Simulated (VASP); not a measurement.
Runs of VASP 6.6.1 on Li3HSe. It takes space group Pm-3m (No. 221, cubic). Conventional cell: a = 3.974 Å, b = 3.974 Å, c = 3.974 Å, α = 90.00°, β = 90.00°, γ = 90.00°. Around Li (site symmetry 4/mmm) lie 2 H at 1.99 Å. H (site symmetry m-3m) is surrounded by 6 Li at 1.99 Å. Se (site symmetry m-3m) has 12 Li at 2.81 Å as nearest neighbours. The cell was built by a generator and needn't be a form met in nature.

```csv
level,potentials or basis,gap on the mesh (eV),pressure (GPa),relaxed volume (Å³/atom)
PBE,"VASP PAW PBE potentials, release 64 (Li_sv, H, Se)",3.45,-0.1,(a)
r2SCAN,"VASP PAW PBE potentials, release 64 (Li_sv, H, Se)",4.37,-0.1,12.05
PBE+D3(BJ),"VASP PAW PBE potentials, release 64 (Li_sv, H, Se)",3.83,0.0,(b)
LDA,"VASP PAW LDA potentials, release 64 (Li_sv, H, Se)",(c),0.0,11.29
PBEsol,"VASP PAW PBE potentials, release 64 (Li_sv, H, Se)",3.47,-0.1,11.91
```

Alike in all rows: task relaxation of cell and atoms; no spin polarisation; cell relaxed; k mesh 8 × 8 × 8; cutoff (eV) 600; smearing gaussian 0.03 eV.

Question: Fill in the values left out.

Answer: (a) 12.24; (b) 11.17; (c) 3.64.

Caveats: the cutoff is under 1.25 times the usual one of these potentials, so pressure, stress and relaxed cells hold a basis-set (Pulay) error; the PAW data sets were made with another functional, which shifts forces and pressure a little (some runs).

A k mesh can miss the band edges, and the runs leave out spin-orbit coupling on Se.

Not every run made on this cell is shown here.
